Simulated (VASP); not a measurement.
A VASP calculation is set up with these files.

KPOINTS:
```
K-points
0
G
12 12 12
0 0 0
```

**INCAR**
```
SYSTEM = LiF
PREC = Accurate; ENCUT = 620; LREAL = .FALSE.
LASPH = .TRUE.
EDIFF = 1E-6; NELM = 100; ALGO = Normal
ISMEAR = 0; SIGMA = 0.05
GGA = PE
IBRION = 2; NSW = 40; ISIF = 3
EDIFFG = -0.02; PSTRESS = 100
LWAVE = .FALSE.; LCHARG = .FALSE.
```

### POSCAR
```
LiF
1
    0.0000000000     1.9509788647     1.9509788647
    1.9509788647     0.0000000000     1.9509788647
    1.9509788647     1.9509788647     0.0000000000
Li F
1 1
Direct
  0.0000000000   0.0000000000   0.0000000000
  0.5000000000   0.5000000000   0.5000000000
```

POTCAR, in this order: Li_sv F (PBE.64 set). Program: vasp_std.

Task: Write an equivalent input for Ansatz.

Result: One equivalent input (not run):
Ansatz 0.2 input:
```yaml
crystal:
  lattice:
    - [0.0000000, 1.9509789, 1.9509789]
    - [1.9509789, 0.0000000, 1.9509789]
    - [1.9509789, 1.9509789, 0.0000000]
  atoms:
    - { symbol: Li, position: [0.0000000, 0.0000000, 0.0000000] }
    - { symbol: F, position: [0.5000000, 0.5000000, 0.5000000] }
kpoints:
  mp_grid: { grid: [12, 12, 12] }
hamiltonian:
  xc: pbe
  pseudopotentials: { kind: paw }
scf:
  occupations: { method: gaussian, width: 0.05 }
  max_iter: 100
relax:
  max_steps: 40
  f_tol: 0.02
  cell: { p_target: 10 }
output: { forces: true, stress: true, eigenvalues: true }
```
Limits of the translation: each code has its own PAW files, so the cut-off isn't converted (ENCUT is set for VASP's; basis.ecutwfc is left out, and Ansatz then takes the one that its files recommend); Ansatz stops its SCF on the density residual and VASP on the energy change (EDIFF).

The compound is LiF in the rock salt structure. It was relaxed first under an external pressure of 10 GPa.
